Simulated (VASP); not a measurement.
Here is the system:

```
CELL_PARAMETERS angstrom
     -1.57857     1.57857     1.57857
      1.57857    -1.57857     1.57857
      1.57857     1.57857    -1.57857
ATOMIC_POSITIONS crystal
  W  0.00000 0.00000 0.00000
```

These are PBEsol GGA, VASP's PBE PAW potentials (set 64) (plane waves; VASP 6.6.1) values and carry that method's errors. Settings: 480 eV cut-off, 16×16×16 Γ-centred mesh, first-order Methfessel-Paxton smearing of 0.10 eV, potentials W_sv.

Energy and stress use the plane-wave basis of the starting cell.

The ions, cell shape and volume at an external pressure of 10.0 GPa are relaxed. Which structure does the run end with?

```
CELL_PARAMETERS angstrom
     -1.56252     1.56252     1.56252
      1.56252    -1.56252     1.56252
      1.56252     1.56252    -1.56252
ATOMIC_POSITIONS crystal
  W  0.00000 0.00000 0.00000
```
Space group Im-3m (229), at a tolerance of 0.03 Å.

How do energy and volume change from the first to the last step?

The energy (σ→0) changes by +13.5 meV/atom and the volume by -3.0 %, in 7 ionic steps.

| step | E(σ→0) (eV) | max force (eV/Å) | pressure (GPa) | volume (Å³) |
|---|---|---|---|---|
| 1 | -13.8079 | 0.000 | -0.66 | 15.73 |
| 2 | -13.3825 | 0.000 | 69.60 | 13.47 |
| 3 | -13.7962 | 0.000 | 9.30 | 15.29 |
| 4 | -13.7947 | 0.000 | 9.89 | 15.26 |
| 5 | -13.7941 | 0.000 | 10.12 | 15.25 |
| 6 | -13.7955 | 0.000 | 9.61 | 15.28 |
| 7 | -13.7944 | 0.000 | 10.00 | 15.26 |

The compound is W in the bcc structure. This run relaxes it under an external pressure of 10 GPa. Symmetry was kept, so distortions that lower it aren't found.
